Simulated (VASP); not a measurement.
# LiCoC2: single point with PBEsol

LiCoC2:

```
CELL_PARAMETERS angstrom
1.41428 2.44961 0.00000
-1.41428 2.44961 0.00000
0.00000 -1.63307 4.70555
ATOMIC_POSITIONS crystal
Li 0.50000 0.50000 0.50000
Co 0.00000 0.00000 0.00000
C 0.25920 0.25920 0.77760
C 0.74080 0.74080 0.22240
```

The cell was built by a generator and needn't be a form met in nature.

| Quantity | Value |
| --- | --- |
| Program | VASP 6.6.1 |
| Task | single point |
| Functional | PBEsol |
| Potentials or basis | VASP PAW PBE potentials, release 64 (Li_sv, Co, C) |
| Cutoff | 520 eV |
| k mesh | 7 × 7 × 7 |
| Occupations | fermi-dirac, width 0.1 eV |
| Spin | no spin polarisation |

```yaml
Largest_force: 0.911 eV/Å
Band_gap_on_the_k_mesh: none (metal or under the smearing width)
```

Forces in eV/Å, atoms in the order of the input:
```
Li   0.000  0.000  0.000
Co   0.000  0.000  0.000
C    0.000  0.000  0.911
C    0.000  0.000 -0.911
```

Levels at points of the mesh, in eV from the Fermi level:
| k point | band 7 | band 8 | band 9 | band 10 | band 11 | band 12 | band 13 | band 14 |
| --- | --- | --- | --- | --- | --- | --- | --- | --- |
| (0.00, 0.00, 0.00) | -1.89 | -1.89 | -0.21 | 2.08 | 2.41 | 2.41 | 4.77 | 4.77 |

It took 14 s on 1 thread of Intel(R) Xeon(R) 6975P-C (Granite Rapids) (shared host), peak memory 0.17 GiB.

Caveat: the k mesh is coarse (spacing up to 0.37 Å⁻¹), so the values aren't converged; the PAW data sets were made with another functional, which shifts forces and pressure a little. Spin polarisation is off, so any magnetic state and its effect on volume and gap are missing.
